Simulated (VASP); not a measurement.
Output of a VASP run:

**OSZICAR**
```
       N       E                     dE             d eps       ncg     rms          rms(c)
DAV:   1     0.108576310861E+03    0.10858E+03   -0.96214E+03  4898   0.123E+03
DAV:   2    -0.222723125498E+02   -0.13085E+03   -0.12905E+03  5730   0.319E+02
DAV:   3    -0.256409635606E+02   -0.33687E+01   -0.33045E+01  6514   0.464E+01
DAV:   4    -0.256643694370E+02   -0.23406E-01   -0.23396E-01  5583   0.445E+00
DAV:   5    -0.256646696402E+02   -0.30020E-03   -0.30019E-03  6500   0.493E-01    0.256E+01
DAV:   6    -0.249065567295E+02    0.75811E+00   -0.44841E+00  5884   0.158E+01    0.884E+00
DAV:   7    -0.248268406345E+02    0.79716E-01   -0.27680E-01  5485   0.315E+00    0.453E+00
DAV:   8    -0.248052161071E+02    0.21625E-01   -0.44093E-02  6374   0.186E+00    0.307E-01
DAV:   9    -0.248048151485E+02    0.40096E-03   -0.11351E-03  5765   0.282E-01    0.178E-01
DAV:  10    -0.248047431695E+02    0.71979E-04   -0.30092E-04  6101   0.173E-01    0.345E-02
DAV:  11    -0.248047373722E+02    0.57974E-05   -0.37299E-05  6227   0.504E-02    0.143E-02
DAV:  12    -0.248047373363E+02    0.35895E-07   -0.17267E-06  4036   0.917E-03
   1 F= -.24804737E+02 E0= -.24804768E+02  d E =0.905052E-04
```

OUTCAR:
```
------------------------ aborting loop because EDIFF is reached ----------------------------------------
  FORCE on cell =-STRESS in cart. coord.  units (eV):
  Direction    XX          YY          ZZ          XY          YZ          ZX
  --------------------------------------------------------------------------------------
  Total        0.9752057      0.9752057      1.0048554      0.0000000     -0.0000000      0.0000000
  in kB       38.7315609     38.7315609     39.9091359      0.0000000     -0.0000000      0.0000000
  external PRESSURE =      39.1240859 kB  Pullay stress =       0.0000000 kB
  volume of cell :       40.34
      direct lattice vectors                 reciprocal lattice vectors
    -1.605000000  1.605000000  3.915000000     0.000000000  0.311526480  0.127713921
     1.605000000 -1.605000000  3.915000000     0.311526480  0.000000000  0.127713921
     1.605000000  1.605000000 -3.915000000     0.311526480  0.311526480  0.000000000
 POSITION                                       TOTAL-FORCE (eV/Angst)
 -----------------------------------------------------------------------------------
      0.00000      0.00000      5.20695        -0.000000     -0.000000      0.139118
      0.00000      0.00000      2.62305         0.000000      0.000000     -0.139118
      0.00000      0.00000      0.00000        -0.000000     -0.000000     -0.000000
 -----------------------------------------------------------------------------------
    total drift:                                0.000000      0.000000     -0.000000
  FREE ENERGIE OF THE ION-ELECTRON SYSTEM (eV)
  ---------------------------------------------------
  free  energy   TOTEN  =       -24.8047373363 eV

  energy  without entropy=      -24.8048278414  energy(sigma->0) =      -24.80476750
```
(Selected blocks of OUTCAR.)

### POSCAR
```
WSi2
1
   -1.6050000000     1.6050000000     3.9150000000
    1.6050000000    -1.6050000000     3.9150000000
    1.6050000000     1.6050000000    -3.9150000000
Si W
2 1
Direct
  0.6650000000   0.6650000000   0.0000000000
  0.3350000000   0.3350000000   0.0000000000
  0.0000000000   0.0000000000   0.0000000000
```

Question: Write an INCAR and KPOINTS that could have produced this output.

Answer: One answer among several that fit: the input of the run itself, PBE GGA, plane waves, VASP's PBE PAW potentials (set 64).

### INCAR
```
ALGO  =  Normal
EDIFF  =  1E-6
ENCUT  =  400
GGA  =  PE
ISIF  =  2
ISMEAR  =  1
LASPH  =  T
LCHARG  =  F
LMAXMIX  =  6
LREAL  =  F
LWAVE  =  F
NELM  =  100
PREC  =  Accurate
SIGMA  =  0.1
SYSTEM  =  WSi2
```

**KPOINTS**
```
Regular mesh
0
G
12 12 12
0 0 0
```

POTCAR, in this order: Si W_sv (PBE.64 set). Program: vasp_std.

The compound is WSi2 in the MoSi2 type structure. The cell was not relaxed at this level.
